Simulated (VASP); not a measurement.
Input:

```
AlTi
1.0
    2.77618     0.00000     0.00000
    0.00000     2.77618     0.00000
    0.00000     0.00000     4.01640
Ti Al
1 1
Direct
  0.50000   0.50000   0.50000
  0.00000   0.00000   0.00000
```

All values below come from PBE GGA, VASP's PBE PAW potentials (set 64) (plane waves; VASP). Settings: 300 eV cut-off, 12×12×8 Γ-centred mesh, Fermi-Dirac smearing of 0.10 eV, potentials Ti_sv Al.

At this cut-off the stress carries a Pulay error, which pulls relaxed volumes low.

### Question
Give the stress tensor in GPa (positive for a compressed cell).

### Answer

```
6.09  0.00  0.00
0.00  6.09  0.00
0.00  0.00  5.41
```
The pressure is its mean diagonal, 5.86 GPa.

The structure comes from a computed database's TiAl entry; how it stands against other phases isn't given here. The cell was not relaxed at this level. The electron count is odd and the run is not spin-polarised, which forces a metal.
